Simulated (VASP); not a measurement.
All values below come from PBE GGA with D3 dispersion (zero damping), VASP's PBE PAW potentials (set 64) (plane waves; VASP).

VASP input:

KPOINTS:
```
Automatic mesh
0
gamma
 16 16 16
```

POSCAR:
```
Ta
1
   -1.6090416380     1.6090416380     1.6090416380
    1.6090416380    -1.6090416380     1.6090416380
    1.6090416380     1.6090416380    -1.6090416380
Ta
1
Direct
  0.0000000000   0.0000000000   0.0000000000
```

INCAR:
```
LWAVE  =  F
LREAL  =  F   # projection in real space or not
SYSTEM  =  Ta
LASPH  =  T   # aspherical one-centre terms
ISIF  =  2
ENCUT  =  520
PREC  =  Accurate
GGA  =  PE   # PBE
LCHARG  =  F
SIGMA  =  0.1
NELM  =  100
EDIFF  =  1E-7   # SCF stop (eV)
IVDW  =  11   # D3, zero damping
ISMEAR  =  1
ALGO  =  Normal   # blocked Davidson
LMAXMIX  =  6
```

POTCAR, in this order: Ta_pv (PBE.64 set). Program: vasp_std.

Output of the run:

### OSZICAR
```
       N       E                     dE             d eps       ncg     rms          rms(c)
DAV:   1     0.469698458550E+02    0.46970E+02   -0.66778E+03  2618   0.118E+03
DAV:   2    -0.114528859264E+02   -0.58423E+02   -0.57699E+02  3328   0.253E+02
DAV:   3    -0.121079424058E+02   -0.65506E+00   -0.63656E+00  2922   0.267E+01
DAV:   4    -0.121121339299E+02   -0.41915E-02   -0.41867E-02  3007   0.184E+00
DAV:   5    -0.121121580855E+02   -0.24156E-04   -0.24154E-04  2917   0.117E-01    0.155E+01
DAV:   6    -0.118051486727E+02    0.30701E+00   -0.31545E-01  2707   0.709E+00    0.787E+00
DAV:   7    -0.117057571777E+02    0.99391E-01   -0.28593E-01  2731   0.644E+00    0.431E-01
DAV:   8    -0.117045336662E+02    0.12235E-02   -0.47987E-03  2830   0.893E-01    0.122E-01
DAV:   9    -0.117045038791E+02    0.29787E-04   -0.13468E-04  2762   0.155E-01    0.345E-02
DAV:  10    -0.117044995077E+02    0.43714E-05   -0.38112E-06  3043   0.289E-02    0.512E-03
DAV:  11    -0.117044994548E+02    0.52946E-07   -0.12154E-07  1983   0.513E-03
   1 F= -.12353277E+02 E0= -.12353083E+02  d E =-.581656E-03
```

**OUTCAR**
```
------------------------ aborting loop because EDIFF is reached ----------------------------------------
 Edisp (eV)   -0.64878
  FORCE on cell =-STRESS in cart. coord.  units (eV):
  Direction    XX          YY          ZZ          XY          YZ          ZX
  --------------------------------------------------------------------------------------
  Total       1.46717     1.46717     1.46717    -0.00000    -0.00000     0.00000
  in kB     141.06863   141.06863   141.06863    -0.00000    -0.00000     0.00000
  external pressure =      141.07 kB  Pullay stress =        0.00 kB
  volume of cell :       16.66
      direct lattice vectors                 reciprocal lattice vectors
    -1.609041638  1.609041638  1.609041638     0.000000000  0.310743978  0.310743978
     1.609041638 -1.609041638  1.609041638     0.310743978  0.000000000  0.310743978
     1.609041638  1.609041638 -1.609041638     0.310743978  0.310743978  0.000000000
 POSITION                                       TOTAL-FORCE (eV/Angst)
 -----------------------------------------------------------------------------------
      0.00000      0.00000      0.00000         0.000000     -0.000000      0.000000
 -----------------------------------------------------------------------------------
    total drift:                               -0.000000      0.000000      0.000000
  FREE ENERGIE OF THE ION-ELECTRON SYSTEM (eV)
  ---------------------------------------------------
  free  energy   TOTEN  =       -12.3532771160 eV

  energy  without entropy=      -12.3526954595  energy(sigma->0) =      -12.35308323
```
(Selected blocks of OUTCAR.)

The compound is Ta in the bcc structure. This cell is one point of a volume scan, at 0.94 of the reference volume.
